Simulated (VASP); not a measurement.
VASP input:

**INCAR**
```
SYSTEM=Te2Mo
PREC=Accurate; ENCUT=300; LREAL=.False.
LASPH=.True.
EDIFF=1E-6; NELM=100; ALGO=Normal
LMAXMIX=4
ISMEAR=0; SIGMA=0.01
GGA=PE
ISIF=2
LWAVE=.False.; LCHARG=.False.
```

File POSCAR:
```
Te2Mo
3.5011120
  1.0000000000   0.0000000000   0.0000000000
 -0.5000000000   0.8660251372   0.0000000000
  0.0000000000   0.0000000000   4.1080248218
Te Mo
4 2
Direct
  0.3333330000   0.6666670000   0.6278200000
  0.6666670000   0.3333330000   0.3721800000
  0.6666670000   0.3333330000   0.1278200000
  0.3333330000   0.6666670000   0.8721800000
  0.3333330000   0.6666670000   0.2500000000
  0.6666670000   0.3333330000   0.7500000000
```

KPOINTS:
```
Automatic mesh
0
Gamma
6 6 2
0 0 0
```

POTCAR, in this order: Te Mo_sv (PBE.64 set). Program: vasp_std.

Problem. Write an equivalent input for Quantum ESPRESSO's pw.x.

Solution. One equivalent input (not run):
```
&CONTROL
  calculation = 'scf'
  pseudo_dir = './pseudo'
  outdir = './out'
  tprnfor = .true.
  tstress = .true.
/
&SYSTEM
  ibrav = 0
  nat = 6
  ntyp = 2
  ecutwfc = 82.3
  occupations = 'smearing'
  smearing = 'gaussian'
  degauss = 0.000735
  input_dft = 'pbe'
/
&ELECTRONS
  conv_thr = 7.3e-08
  electron_maxstep = 100
/
ATOMIC_SPECIES
  Te 127.600 Te.upf
  Mo 95.950 Mo.upf
CELL_PARAMETERS angstrom
     3.5011120    0.0000000    0.0000000
    -1.7505560    3.0320510    0.0000000
     0.0000000    0.0000000   14.3826550
ATOMIC_POSITIONS crystal
  Te   0.3333330  0.6666670  0.6278200
  Te   0.6666670  0.3333330  0.3721800
  Te   0.6666670  0.3333330  0.1278200
  Te   0.3333330  0.6666670  0.8721800
  Mo   0.3333330  0.6666670  0.2500000
  Mo   0.6666670  0.3333330  0.7500000
K_POINTS automatic
  6 6 2 0 0 0
```
The two are equivalent in intent, not identical: the potentials are each code's own (VASP's PAW set, PseudoDojo norm-conserving files in pw.x), so ENCUT and ecutwfc are chosen apart and not converted; conv_thr bounds pw.x's estimated SCF error, while EDIFF bounds the energy change between steps.

The structure comes from a computed database's Te2Mo entry; how it stands against other phases isn't given here. The cell was not relaxed at this level.
